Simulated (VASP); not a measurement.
Input for VASP

### POSCAR
```
SrVO3
1
    3.8374115828     0.0000000000     0.0000000000
    0.0000000000     3.8374115828     0.0000000000
   -0.0000000000    -0.0000000000     3.8374115828
Sr V O
1 1 3
Direct
  0.0000000000   0.0000000000   0.0000000000
  0.5000000000   0.5000000000   0.5000000000
  0.5000000000   0.0000000000   0.5000000000
  0.0000000000   0.5000000000   0.5000000000
  0.5000000000   0.5000000000   0.0000000000
```

**INCAR**
```
SYSTEM = SrVO3
PREC = Accurate; ENCUT = 520; LREAL = .False.
LASPH = .True.
EDIFF = 1E-7; NELM = 100; ALGO = Normal
LMAXMIX = 4
ISMEAR = -5
GGA = MK; LUSE_VDW = .True.; AGGAC = 0.0
PARAM1 = 0.1234568; PARAM2 = 0.7114; ZAB_VDW = -1.8867
ISIF = 2
LWAVE = .False.; LCHARG = .True.; LORBIT = 11
NEDOS = 601
LEFG = .True.
```

KPOINTS:
```
kpoints
0
Gamma
9 9 9
```

POTCAR, in this order: Sr_sv V_sv O (PBE.64 set). Program: vasp_std.

Question: Translate this rev-vdW-DF2 calculation to Quantum ESPRESSO's pw.x.

Answer: One equivalent input (not run):
```
&CONTROL
  calculation = 'scf'
  pseudo_dir = './pseudo'
  outdir = './out'
  tprnfor = .true.
  tstress = .true.
/
&SYSTEM
  ibrav = 0
  nat = 5
  ntyp = 3
  ecutwfc = 84
  occupations = 'tetrahedra'
  input_dft = 'vdw-df2-b86r'
/
&ELECTRONS
  conv_thr = 7.3e-09
  electron_maxstep = 100
/
ATOMIC_SPECIES
  Sr 87.620 Sr.upf
  V 50.941 V.upf
  O 15.999 O.upf
CELL_PARAMETERS angstrom
     3.8374116    0.0000000    0.0000000
     0.0000000    3.8374116    0.0000000
    -0.0000000   -0.0000000    3.8374116
ATOMIC_POSITIONS crystal
  Sr   0.0000000  0.0000000  0.0000000
  V    0.5000000  0.5000000  0.5000000
  O    0.5000000  0.0000000  0.5000000
  O    0.0000000  0.5000000  0.5000000
  O    0.5000000  0.5000000  0.0000000
K_POINTS automatic
  9 9 9 0 0 0
```
Limits of the translation: the potentials are each code's own (VASP's PAW set, PseudoDojo norm-conserving files in pw.x), so ENCUT and ecutwfc are chosen apart and not converted; conv_thr bounds pw.x's estimated SCF error, while EDIFF bounds the energy change between steps; the field gradients of LEFG aren't asked of the other code.

The compound is SrVO3 in the cubic perovskite structure. It was relaxed first.
